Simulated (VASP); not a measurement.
Computed with PBE GGA, VASP's PBE PAW potentials (set 64) (plane waves; VASP 6.6.1).

A VASP calculation is set up with these files.

**POSCAR**
```
SrCl2
1
    0.0000000000     3.3914453608     3.3914453608
    3.3914453608     0.0000000000     3.3914453608
    3.3914453608     3.3914453608     0.0000000000
Sr Cl
1 2
Direct
  0.0000000000   0.0000000000   0.0000000000
  0.2500000000   0.2500000000   0.2500000000
  0.7500000000   0.7500000000   0.7500000000
```

INCAR:
```
SYSTEM = SrCl2
PREC = Accurate
ENCUT = 500
EDIFF = 1E-6
NELM = 100
ALGO = Normal
LREAL = .FALSE.
LASPH = .TRUE.
ISMEAR = 0
SIGMA = 0.05
GGA = PE
LMAXMIX = 4
LWAVE = .FALSE.
LCHARG = .FALSE.
IBRION = 2
ISIF = 3
NSW = 40
EDIFFG = -0.02
PSTRESS = 100
```

### KPOINTS
```
Automatic mesh
0
gamma
  6 6 6
0 0 0
```

POTCAR, in this order: Sr_sv Cl (PBE.64 set). Program: vasp_std.

Task: What will the output report for the number of irreducible k-points (NKPTS), largest plane-wave count, number of space-group operations, FFT grid (NGX, NGY, NGZ)?

Result: 
| Property | Result |
|---|---|
| number of irreducible k-points (NKPTS) | 16 |
| largest plane-wave count | 2006 |
| number of space-group operations | 48 |
| FFT grid (NGX, NGY, NGZ) | 36 × 36 × 36 |

The compound is SrCl2 in the fluorite structure. This run relaxes it under an external pressure of 10 GPa. Symmetry was kept, so distortions that lower it aren't found.
